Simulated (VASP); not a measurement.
**CaMg: single point with LDA**

Crystal: CaMg.

```
Ca Mg
1.0
     3.66812    0.00000    0.00000
    -1.83406    3.17668    0.00000
     0.00000    0.00000    5.62230
Ca Mg
1 1
Direct
  0.00000 0.00000 0.50000
  0.66667 0.33333 0.00000
```

The cell comes from a database or a generator and needn't be the stable form of this composition.

| Item | Value |
| --- | --- |
| Program | VASP 6.6.1 |
| Task | single point |
| Functional | LDA |
| Potentials or basis | VASP PAW LDA potentials, release 64 (Ca_sv, Mg) |
| Cutoff | 520 eV |
| k mesh | 6 × 6 × 4 |
| Occupations | gaussian, width 0.1 eV |
| Spin | no spin polarisation |
| Dipole correction | no |
| Further INCAR settings | ALGO = Fast; EDIFF = 1e-07; NBANDS = 13 |

```yaml
Pressure: -2.0 GPa
Band_gap_on_the_k_mesh: none (metal or under the smearing width)
```

Stress tensor (GPa, compression positive):
```
-1.49  0.00  0.00
 0.00 -1.49  0.00
 0.00  0.00 -2.96
```

Levels at points of the mesh, in eV from the Fermi level:
```csv
k point,band 4,band 5,band 6,band 7,band 8,band 9
"(0.00, 0.00, 0.00)",-22.35,-5.10,-0.76,-0.25,2.61,2.61
"(0.50, 0.00, 0.00)",-22.40,-1.72,-1.23,0.41,0.85,3.29
"(0.00, 0.00, 0.50)",-22.35,-4.19,-3.32,1.57,2.63,2.63
"(0.50, 0.00, 0.50)",-22.40,-1.43,-0.52,-0.39,0.49,2.37
```

It took 13 s on 1 thread of AMD EPYC 9R45 (Zen 5), with other jobs on the host, peak memory 0.13 GiB.
